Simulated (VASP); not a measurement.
Here is the system:

```
CELL_PARAMETERS angstrom
      2.28385    -3.95574     0.00000
      2.28385     3.95574     0.00000
      0.00000     0.00000     7.24096
ATOMIC_POSITIONS crystal
  Mg 0.00000 0.00000 0.00000
  Mg 0.33333 0.66667 0.63370
  Mg 0.66667 0.33333 0.36630
  Sb 0.33333 0.66667 0.22832
  Sb 0.66667 0.33333 0.77168
```

Method: r2SCAN meta-GGA, VASP's PBE PAW potentials (set 64) (plane waves; VASP). Numerical set-up: 400 eV cut-off, 6×6×4 Γ-centred mesh, tetrahedra with Blöchl corrections, potentials Mg Sb.

The cores are frozen, which limits the accuracy of field gradients.

Problem. Give the principal components of the electric field gradient (V/Å²) and the asymmetry η at each nucleus.

Solution. 
| atom | Vxx | Vyy | Vzz | η |
|---|---|---|---|---|
| Mg1 | -0.5 | -0.5 | 1.1 | 0.00 |
| Mg2 | -0.8 | -0.8 | 1.5 | 0.00 |
| Mg3 | -0.8 | -0.8 | 1.5 | 0.00 |
| Sb4 | -19.0 | -19.0 | 38.0 | 0.00 |
| Sb5 | -19.0 | -19.0 | 38.0 | 0.00 |

The compound is Mg3Sb2 in the a-la2o3 structure. It was relaxed first.
